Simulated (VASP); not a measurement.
Given:

```
Rh
1.0
    0.00000     1.85960     1.85960
    1.85960     0.00000     1.85960
    1.85960     1.85960     0.00000
Rh
1
Direct
  0.00000   0.00000   0.00000
```

Calculation: PBE GGA, VASP's PBE PAW potentials (set 64) (plane waves; VASP 6.6.1). Run with 300 eV cut-off, 12×12×12 Γ-centred mesh, Gaussian smearing of 0.20 eV, potentials Rh_pv.

At this cut-off the stress carries a Pulay error, which pulls relaxed volumes low. Energy and stress use the plane-wave basis of the starting cell.

Task: The ions, cell shape and volume are relaxed. Which structure does the run end with?

Result: 
```
Rh
1.0
    0.00000     1.91433     1.91433
    1.91433     0.00000     1.91433
    1.91433     1.91433     0.00000
Rh
1
Direct
  0.00000   0.00000   0.00000
```
Space group Fm-3m (225), at a tolerance of 0.03 Å.

Task: How do energy and volume change from the first to the last step?

Result: The energy (σ→0) changes by -91.7 meV/atom and the volume by +9.1 %, in 18 ionic steps.

The structure comes from a computed database's Rh entry; how it stands against other phases isn't given here. This run relaxes it. Symmetry was kept, so distortions that lower it aren't found. The run is one of a series of settings (EDIFFG = -0.01, IBRION = 2, ISIF = 3, NSW = 50 against the base run), some of them coarse on purpose.
